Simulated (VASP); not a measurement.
Here is the system:

```
As
1.0
   -1.68979     1.68979     1.68979
    1.68979    -1.68979     1.68979
    1.68979     1.68979    -1.68979
As
1
Direct
  0.00000   0.00000   0.00000
```

Computed with PBEsol GGA, VASP's PBE PAW potentials (set 64) (plane waves; VASP). Numerical set-up: 400 eV cut-off, 10×10×10 Γ-centred mesh, Gaussian smearing of 0.050 eV, potentials As.

Energy and stress use the plane-wave basis of the starting cell.

Q: The ions, cell shape and volume are relaxed. Give the cell that the relaxation ends in.

A: 
```
As
1.0
   -1.66477     1.66477     1.66477
    1.66477    -1.66477     1.66477
    1.66477     1.66477    -1.66477
As
1
Direct
  0.00000   0.00000   0.00000
```
Space group Im-3m (229), at a tolerance of 0.03 Å.

Q: How do energy and volume change from the first to the last step?

A: The energy (σ→0) changes by -10.5 meV/atom and the volume by -4.4 %, in 3 ionic steps.

The structure was generated: As was put into the bcc type (Im-3m), which need not be its known phase. This run relaxes it. Symmetry was kept, so distortions that lower it aren't found.
